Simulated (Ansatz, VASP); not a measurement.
# MgSnO2 in VASP and in Ansatz

```
Mg Sn O
1.0
     3.18412    0.00000    0.00000
    -1.59206    2.75753    0.00000
     0.00000    0.00000    5.93867
Mg Sn O
1 1 2
Direct
  0.00000 0.00000 0.00000
  0.00000 0.00000 0.50000
  0.33333 0.66667 0.80170
  0.66667 0.33333 0.19830
```

Alike in both runs: functional PBE; k mesh 12 × 12 × 6; occupations gaussian, width 0.02 eV; no spin polarisation.

Ansatz relaxed the structure, and its values are those at the end. VASP's run is a single point on that final structure, the one shown.

```csv
,VASP,Ansatz
version,VASP 6.6.1,Ansatz 0.2.0
potentials or method,"VASP PAW PBE potentials, release 64 (Mg, Sn_d, O)","scalar-relativistic, plane waves, PAW"
plane-wave cutoff (eV),520,420
valence electrons in the cell,28,36
```

|  | VASP | Ansatz | Ansatz less VASP |
| --- | --- | --- | --- |
| gap on the k mesh at the Fermi level (eV) | 0.42 | 0.43 | +0.006 |
| least direct gap on the mesh (eV) | 0.85 | 0.86 | +0.005 |
| pressure (GPa) | -0.3 | 0.0 | +0.32 |
| rms of the force components (eV/Å) | 0.013 | 0.000 | -0.0132 |

The functional is the same, so the differences come from potentials, cutoffs and numerics. The two sets of potentials don't hold the same shells in valence.

Caveats: spin-orbit coupling is left out, which moves the levels of the heavy elements.
